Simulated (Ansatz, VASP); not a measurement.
# Cross-check of SnTe between VASP and Ansatz, part 2 of 2

Aim: how closely do two programs agree when they are given the same cell, functional and k mesh? The cell is taken from a series of runs on this material, whose earlier steps may have relaxed, scaled, displaced or heated it; both programs get it as it stands.

VASP 6.6.1 and Ansatz 0.2.0.

So far: Set-up; Ansatz: elastic constants, PBEsol.

### 3. VASP: elastic constants, PBEsol

Level of this step: PBEsol; plane waves and PAW (Sn_d, Te) (VASP).

The same cell, functional, mesh and smearing now go to VASP, with its own data sets.

Lines of VASP's logs that name or quote its potential files are left out, and so is its time.

File INCAR:

```
SYSTEM = SnTe
PREC = Accurate
ENCUT = 500
EDIFF = 1E-08
NELM = 120
ISMEAR = 0
SIGMA = 0.01
LREAL = .FALSE.
ALGO = Normal
GGA = PS
NBANDS = 16
LORBIT = 11
LWAVE = .FALSE.
LCHARG = .FALSE.
ISIF = 3
IBRION = 6
NFREE = 2
POTIM = 0.015
NSW = 1
LASPH = .TRUE.
GGA_COMPAT = .FALSE.
EFERMI = MIDGAP
KPAR = 2
```

File POSCAR:

```
SnTe
1.0
    0.0000000000      3.1441902976      3.1441902976
    3.1441902976      0.0000000000      3.1441902976
    3.1441902976      3.1441902976      0.0000000000
Sn Te
1 1
Direct
    0.0000000000      0.0000000000      0.0000000000
    0.5000000000      0.5000000000      0.5000000000
```

File KPOINTS:

```
Automatic mesh
0
Gamma
12 12 12
0 0 0
```

PAW data sets: Sn_d and Te (PBE family, release 64).

Started as:

```sh
> mpirun -np 2 vasp_std
```

Numbers of over 12 decimals in the logs are rounded to 6 here.

Output:

```text
[banner, memory and clock lines left out]
running    2 mpi-ranks, on    1 nodes
 distrk:  each k-point on    1 cores,    2 groups
 distr:  one band on    1 cores,    1 groups

 POSCAR found type information on POSCAR SnTe
 POSCAR found :  2 types and       2 ions
|                                                                             |
|               ----> ADVICE to this user running VASP <----                  |
|                                                                             |
|     You enforced a specific xc type in the INCAR file but a different       |
|     [... a line on the potential file left out ...]
|     I HOPE YOU KNOW WHAT YOU ARE DOING!                                     |
|                                                                             |

 LDA part: xc-table for (Slater+PW92), standard interpolation
 POSCAR, INCAR and KPOINTS ok, starting setup
 FFT: planning ... GRIDC
 FFT: planning ... GRID_SOFT
 FFT: planning ... GRID
 WAVECAR not read
 entering main loop
       N       E                     dE             d eps       ncg     rms          rms(c)
DAV:   1     0.121435969934E+03    0.12144E+03   -0.94268E+03  2328   0.139E+03
DAV:   2     0.164502586646E+01   -0.11979E+03   -0.11710E+03  2512   0.343E+02
DAV:   3    -0.812765931013E+01   -0.97727E+01   -0.97013E+01  2904   0.872E+01
DAV:   4    -0.838327509049E+01   -0.25562E+00   -0.25558E+00  2752   0.153E+01
DAV:   5    -0.839405666713E+01   -0.10782E-01   -0.10781E-01  3416   0.284E+00    0.477E+00
DAV:   6    -0.834183693650E+01    0.52220E-01   -0.11758E-01  3264   0.276E+00    0.298E+00
DAV:   7    -0.833965080588E+01    0.21861E-02   -0.43601E-02  3000   0.133E+00    0.701E-01
DAV:   8    -0.833908598706E+01    0.56482E-03   -0.66168E-03  2960   0.719E-01    0.145E-01
DAV:   9    -0.833914979521E+01   -0.63808E-04   -0.52026E-04  3224   0.214E-01    0.381E-02
DAV:  10    -0.833913259228E+01    0.17203E-04   -0.62582E-05  3040   0.747E-02    0.204E-02
DAV:  11    -0.833913189480E+01    0.69748E-06   -0.25628E-05  3056   0.432E-02    0.221E-02
DAV:  12    -0.833913174614E+01    0.14867E-06   -0.20465E-06  2952   0.118E-02    0.113E-02
DAV:  13    -0.833913160988E+01    0.13625E-06   -0.12660E-07  2992   0.245E-03    0.603E-03
DAV:  14    -0.833913160474E+01    0.51450E-08   -0.11020E-07  3064   0.416E-03    0.214E-03
DAV:  15    -0.833913155975E+01    0.44984E-07   -0.19887E-08  2336   0.730E-04    0.883E-04
DAV:  16    -0.833913157149E+01   -0.11738E-07   -0.10219E-09  1488   0.206E-04    0.753E-04
DAV:  17    -0.833913158976E+01   -0.18269E-07   -0.20905E-10  1392   0.105E-04    0.198E-04
DAV:  18    -0.833913159188E+01   -0.21155E-08   -0.52990E-11  1376   0.589E-05
   1 F= -.83391316E+01 E0= -.83391316E+01  d E =-.193391E-32
[... from here on, the cycles between the ionic steps are left out ...]
   2 F= -.83335649E+01 E0= -.83335649E+01  d E =-.970328E-23
   9 F= -.83383867E+01 E0= -.83383867E+01  d E =-.672883E-12
  10 F= -.83383866E+01 E0= -.83383866E+01  d E =-.673535E-12
  11 F= -.83383867E+01 E0= -.83383867E+01  d E =-.673428E-12
  12 F= -.83383866E+01 E0= -.83383866E+01  d E =-.673467E-12
  13 F= -.83383867E+01 E0= -.83383867E+01  d E =-.673027E-12
  14 F= -.83391022E+01 E0= -.83391022E+01  d E =-.635272E-34
  15 F= -.83391022E+01 E0= -.83391022E+01  d E =-.635723E-34
  16 F= -.83391085E+01 E0= -.83391085E+01  d E =-.635842E-34
 Finite differences progress:
  Degree of freedom:   8/  8
  Displacement:        1/  2
  Total:              15/ 16
 bond charge predicted
       N       E                     dE             d eps       ncg     rms          rms(c)
DAV:   1    -0.833831078828E+01    0.79768E-03   -0.31698E-01  5328   0.202E+00    0.120E-01
DAV:   2    -0.833912317093E+01   -0.81238E-03   -0.87478E-03  6064   0.492E-01    0.476E-02
DAV:   3    -0.833910935120E+01    0.13820E-04   -0.13949E-04  7096   0.792E-02    0.288E-02
DAV:   4    -0.833910852844E+01    0.82276E-06   -0.17642E-05  6368   0.237E-02    0.990E-03
DAV:   5    -0.833910846981E+01    0.58633E-07   -0.19922E-06  6272   0.775E-03    0.818E-03
DAV:   6    -0.833910846566E+01    0.41427E-08   -0.15343E-07  7112   0.217E-03    0.541E-03
DAV:   7    -0.833910845766E+01    0.80031E-08   -0.10952E-08  4456   0.771E-04
  17 F= -.83391085E+01 E0= -.83391085E+01  d E =-.634517E-34
 Finite differences progress:
  Degree of freedom:   8/  8
  Displacement:        2/  2
  Total:              16/ 16
```

From OUTCAR (step 3):

```text
ion  position               nearest neighbor table
   1  0.000  0.000  0.000-   2 3.14   2 3.14   2 3.14   2 3.14   2 3.14   2 3.14
   2  0.500  0.500  0.500-   1 3.14   1 3.14   1 3.14   1 3.14   1 3.14   1 3.14

  LATTYP: Found a face centered cubic cell.
 ALAT       =     6.2883805952

 Subroutine GETGRP returns: Found 48 space group operations
 (whereof 48 operations were pure point group operations)

The static configuration has the point symmetry O_h .

 Found     72 irreducible k-points:

   k-points           NKPTS =     72   k-points in BZ     NKDIM =     72   number of bands    NBANDS=     16

   dimension x,y,z NGX =    32 NGY =   32 NGZ =   32
   dimension x,y,z NGXF=    64 NGYF=   64 NGZF=   64

   ENCUT  =  500.0 eV  36.75 Ry    6.06 a.u.   8.11  8.11  8.11*2*pi/ulx,y,z

   NELECT =      20.0000    total number of electrons

 k-points in reciprocal lattice and weights: Automatic mesh
   0.00000000  0.00000000  0.00000000       0.001
   0.08333333  0.00000000  0.00000000       0.005
   0.16666667  0.00000000  0.00000000       0.005
   0.25000000  0.00000000  0.00000000       0.005
   0.33333333  0.00000000  0.00000000       0.005
   0.41666667  0.00000000  0.00000000       0.005
   0.50000000  0.00000000  0.00000000       0.002
   0.08333333  0.08333333  0.00000000       0.003
   0.16666667  0.08333333  0.00000000       0.014
[...]
-0.33333333  0.50000000  0.16666667       0.007
  -0.25000000  0.50000000  0.25000000       0.003

 average (electrostatic) potential at core
       1-100.3309       2 -87.6376

 E-fermi :   6.9102

 k-point     1 :       0.0000    0.0000    0.0000
  band No.  band energies     occupation
    ...
      6      -5.9829      2.00000
      7       2.1985      2.00000
      8       4.7346      2.00000
      9       4.7353      2.00000
     10       4.7353      2.00000
     11      10.2286      0.00000
     12      10.2286      0.00000
     13      10.2309      0.00000
     14      11.5888      0.00000
     15      11.5904      0.00000
    ...

 k-point     2 :       0.0833    0.0000    0.0000
  band No.  band energies     occupation
    ...
      6      -5.9233      2.00000
      7       1.8403      2.00000
      8       4.7444      2.00000
      9       4.7449      2.00000
     10       4.9958      2.00000
     11       9.8783      0.00000
     12       9.8816      0.00000
     13       9.8983      0.00000
     14      11.5238      0.00000
     15      11.7382      0.00000
    ...

 k-point     3 :       0.1667    0.0000    0.0000
  band No.  band energies     occupation
    ...
      6      -5.7486      2.00000
      7       1.0615      2.00000
      8       4.7770      2.00000
      9       4.7776      2.00000
     10       5.4863      2.00000
     11       9.1710      0.00000
     12       9.1719      0.00000
     13       9.2082      0.00000
     14      11.5590      0.00000
     15      12.1532      0.00000
    ...

  Total        0.0078723      0.0054199      0.0054199      0.0000000      0.0000000     -0.0000000
  in kB        0.2028888      0.1396844      0.1396844      0.0000000      0.0000000     -0.0000000
  external PRESSURE =       0.1607525 kB  Pullay stress =       0.0000000 kB

  energy-cutoff  :      500.00
  volume of cell :       62.17
      direct lattice vectors                 reciprocal lattice vectors
     0.000000000  3.144190298  3.144190298    -0.159023454  0.159023454  0.159023454
     3.144190298  0.000000000  3.144190298     0.159023454 -0.159023454  0.159023454
     3.144190298  3.144190298  0.000000000     0.159023454  0.159023454 -0.159023454

 POSITION                                       TOTAL-FORCE (eV/Angst)
 -----------------------------------------------------------------------------------
      0.00000      0.00000      0.00000        -0.003155      0.000000      0.000000
      3.12919      3.14419      3.14419         0.003155      0.000000      0.000000
 -----------------------------------------------------------------------------------
    total drift:                                0.000013      0.000000     -0.000000

  FREE ENERGIE OF THE ION-ELECTRON SYSTEM (eV)
  ---------------------------------------------------
  free  energy   TOTEN  =        -8.3391084577 eV

  energy  without entropy=       -8.3391084577  energy(sigma->0) =       -8.33910846

  SYMMETRIZED ELASTIC MODULI (kBar)
 Direction    XX          YY          ZZ          XY          YZ          ZX
 --------------------------------------------------------------------------------
 XX        1377.0641     24.0937     24.0937      0.0000     -0.0000     -0.0000
 YY          24.0937   1377.0641     24.0937      0.0000     -0.0000      0.0000
 ZZ          24.0937     24.0937   1377.0641      0.0000      0.0000      0.0000
 XY           0.0000      0.0000      0.0000    172.1598      0.0000     -0.0000
 YZ          -0.0000     -0.0000      0.0000      0.0000    172.1598      0.0000
 ZX          -0.0000      0.0000      0.0000     -0.0000      0.0000    172.1598
 --------------------------------------------------------------------------------

 Eigenvectors and eigenvalues of the dynamical matrix
 ----------------------------------------------------

   1 f  =    0.944691 THz     5.935671 2PiTHz   31.511513 cm-1     3.906928 meV
             X         Y         Z           dx          dy          dz
      0.000000  0.000000  0.000000    -0.741511    0.000000    0.000000
      3.144190  3.144190  3.144190     0.670940    0.000000    0.000000

   2 f  =    0.944691 THz     5.935671 2PiTHz   31.511513 cm-1     3.906928 meV
             X         Y         Z           dx          dy          dz
      0.000000  0.000000  0.000000     0.000000   -0.000000    0.741511
      3.144190  3.144190  3.144190     0.000000   -0.000000   -0.670940

   3 f  =    0.944691 THz     5.935671 2PiTHz   31.511513 cm-1     3.906928 meV
             X         Y         Z           dx          dy          dz
      0.000000  0.000000  0.000000     0.000000   -0.741511   -0.000000
      3.144190  3.144190  3.144190     0.000000    0.670940    0.000000

   4 f/i=    0.030119 THz     0.189243 2PiTHz    1.004660 cm-1     0.124562 meV
             X         Y         Z           dx          dy          dz
      0.000000  0.000000  0.000000     0.000000    0.538043   -0.400838
      3.144190  3.144190  3.144190     0.000000    0.594635   -0.442999

   5 f/i=    0.030119 THz     0.189243 2PiTHz    1.004660 cm-1     0.124562 meV
             X         Y         Z           dx          dy          dz
      0.000000  0.000000  0.000000    -0.670940    0.000000    0.000000
      3.144190  3.144190  3.144190    -0.741511    0.000000    0.000000

   6 f/i=    0.030119 THz     0.189243 2PiTHz    1.004660 cm-1     0.124562 meV
             X         Y         Z           dx          dy          dz
      0.000000  0.000000  0.000000     0.000000   -0.400838   -0.538043
      3.144190  3.144190  3.144190     0.000000   -0.442999   -0.594635

 ELASTIC MODULI CONTR FROM IONIC RELAXATION (kBar)
 Direction    XX          YY          ZZ          XY          YZ          ZX
 --------------------------------------------------------------------------------
 XX           0.0000      0.0000      0.0000      0.0000      0.0000      0.0000
 YY           0.0000      0.0000      0.0000      0.0000      0.0000      0.0000
 ZZ           0.0000      0.0000      0.0000      0.0000      0.0000      0.0000
 XY           0.0000      0.0000      0.0000      0.0000      0.0000      0.0000
 YZ           0.0000      0.0000      0.0000      0.0000      0.0000      0.0000
 ZX           0.0000      0.0000      0.0000      0.0000      0.0000      0.0000
 --------------------------------------------------------------------------------

 TOTAL ELASTIC MODULI (kBar)
 Direction    XX          YY          ZZ          XY          YZ          ZX
 --------------------------------------------------------------------------------
 XX        1377.0641     24.0937     24.0937      0.0000     -0.0000     -0.0000
 YY          24.0937   1377.0641     24.0937      0.0000     -0.0000      0.0000
 ZZ          24.0937     24.0937   1377.0641      0.0000      0.0000      0.0000
 XY           0.0000      0.0000      0.0000    172.1598      0.0000     -0.0000
 YZ          -0.0000     -0.0000      0.0000      0.0000    172.1598      0.0000
 ZX          -0.0000      0.0000      0.0000     -0.0000      0.0000    172.1598
 --------------------------------------------------------------------------------

 total charge
# of ion       s       p       d       tot
------------------------------------------
    1        1.360   0.746   9.987  12.094
    2        1.384   1.957   0.031   3.372
--------------------------------------------------
tot          2.745   2.704  10.018  15.466

[... 3 further parts left out ...]
```

Levels, forces or a CONTCAR printed for this step are those of its last displaced cell, not of the structure at rest.

### 4. Differences

Known differences besides the potentials themselves: the data sets hold 30 valence electrons in Ansatz (on its default PAW (the set named soft_2) files) and 20 in VASP; the cutoff is 320 eV in Ansatz and 500 eV in VASP; Ansatz makes its cores anew for this functional, VASP keeps those of its PBE data sets; VASP takes each elastic constant from one size of strain, Ansatz from those that its log lists; Ansatz's log warns that its cutoff lies below the recommended one. Total energies have different zeros and are not compared.

Both answers:

| quantity | Ansatz | VASP | difference |
| --- | --- | --- | --- |
| C11 (GPa) | 137.6 | 137.7 | -0.06 % |
| C22 (GPa) | 137.6 | 137.7 | -0.06 % |
| C33 (GPa) | 137.6 | 137.7 | -0.06 % |
| C12 (GPa) | 2.8 | 2.4 | +15.34 % |
| C13 (GPa) | 2.8 | 2.4 | +15.34 % |
| C23 (GPa) | 2.8 | 2.4 | +15.34 % |
| C44 (GPa) | 17.5 | 17.2 | +1.78 % |
| C55 (GPa) | 17.5 | 17.2 | +1.78 % |
| C66 (GPa) | 17.5 | 17.2 | +1.78 % |

### 5. Results

```
difference in C12 (elastic constants, PBEsol) : 15 %
```

**Reading.** The difference in C12 is 15 % (elastic constants, PBEsol), beyond the 5 % picked in this series as the mark of a large difference. The data sets hold unlike numbers of valence electrons (30 in Ansatz and 20 in VASP), so part of the differences comes from the potentials. Such differences can come from data sets, numerical settings and the points named under the comparisons, not from the functional's error against experiment.

[Lines on the potential files, build, host, timing and source positions are cut from VASP's logs without a mark.]

[Logs are printed without paths, hosts, clocks, repeated set-up lines and the standing remarks that a program may print on its own settings, such as how far it seeks lower states.]

[Hosts, paths, dates, database ids (printed as entryN), source tags and the programs' standing remarks are cut or masked in the printed files.]
